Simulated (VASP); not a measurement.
An input for Ansatz (written as the equivalent of a VASP run, and not itself run):

Ansatz 0.2 input:
```yaml
crystal:
  lattice:
    - [0.0000000, 2.2451893, 2.2451893]
    - [2.2451893, 0.0000000, 2.2451893]
    - [2.2451893, 2.2451893, 0.0000000]
  atoms:
    - { symbol: Hf, position: [0.0000000, 1.0000000, 1.0000000] }
    - { symbol: N, position: [0.5000000, 0.5000000, 0.5000000] }
kpoints:
  mp_grid: { grid: [13, 13, 13] }
hamiltonian:
  xc: pbesol
  pseudopotentials: { kind: paw }
scf:
  occupations: { method: methfessel_paxton, width: 0.1 }
  max_iter: 100
relax:
  max_steps: 60
  f_tol: 0.01
  cell: {}
output: { forces: true, stress: true, eigenvalues: true }
```

**Question.** Translate this input to VASP (INCAR, KPOINTS, POSCAR, choice of POTCAR).

**Answer.** This is not unique; one that fits is 
POSCAR:
```
HfN
1.0
  0.0000000000   2.2451892950   2.2451892950
  2.2451892950   0.0000000000   2.2451892950
  2.2451892950   2.2451892950   0.0000000000
Hf N
1 1
Cart
  4.4903785900   2.2451892950   2.2451892950
  2.2451892950   2.2451892950   2.2451892950
```

### KPOINTS
```
Automatic mesh
0
Gamma
13 13 13
0 0 0
```

### INCAR
```
SYSTEM=HfN
PREC=Accurate; ENCUT=520; LREAL=F
LASPH=T
EDIFF=1E-6; NELM=100; ALGO=Normal
LMAXMIX=6
ISMEAR=1; SIGMA=0.1
GGA=PS
IBRION=2; NSW=60; ISIF=3
EDIFFG=-0.01
LWAVE=F; LCHARG=F
```

POTCAR, in this order: Hf_pv N (PBE.64 set). Program: vasp_std.

Limits of the translation: each code has its own PAW files, so the cut-off isn't converted (ENCUT is set for VASP's; basis.ecutwfc is left out, and Ansatz then takes the one that its files recommend); Ansatz stops its SCF on the density residual and VASP on the energy change (EDIFF).

The structure comes from a measured HfN entry (Fm-3m) of the Crystallography Open Database, whose conditions weren't checked. It was relaxed first. The start is the result of an earlier pass.
